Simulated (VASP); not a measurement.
CdTe (zinc blende):

```
CELL_PARAMETERS angstrom
      0.00000     3.24000     3.24000
      3.24000     0.00000     3.24000
      3.24000     3.24000     0.00000
ATOMIC_POSITIONS crystal
  Cd 0.00000 0.00000 0.00000
  Te 0.25000 0.25000 0.25000
```

The lowest empty band near Γ, direction [110], from PBE with spin-orbit coupling in VASP (PAW); its two spin partners are averaged. The gap over the points computed is 0.50 eV, and the next band on that side lies 3.60 eV away at the edge.

Numerical set-up: 400 eV cut-off, 8×8×8 Γ-centred mesh, Gaussian smearing of 0.050 eV, potentials Cd Te.

| distance from the edge in k (1/Å) | distance in energy (meV) |
|---|---|
| 0.012 | 10.5 |
| 0.018 | 23.0 |
| 0.025 | 42.8 |
| 0.035 | 78.6 |
| 0.050 | 143.9 |
| 0.070 | 243.0 |

Fit E(1 + αE) = ħ²k²/2m* (ħ²/2m0 = 3.810 eV Å²) and predict the row at 0.095 1/Å.

Least squares on the energies gives the electron mass m* = 0.051 m0 and α = 2.08 per eV, and so 377.5 meV. The run gave 375.3 meV, -2.2 meV from the fit. So light an electron mass at Γ scales with the gap, and carries this level's error in it.

Left out are points under 3 meV from the edge, since the levels carry 0.1 meV, and points farther than half the way to the next band.

The compound is CdTe in the zinc blende structure. The cell was not relaxed at this level.
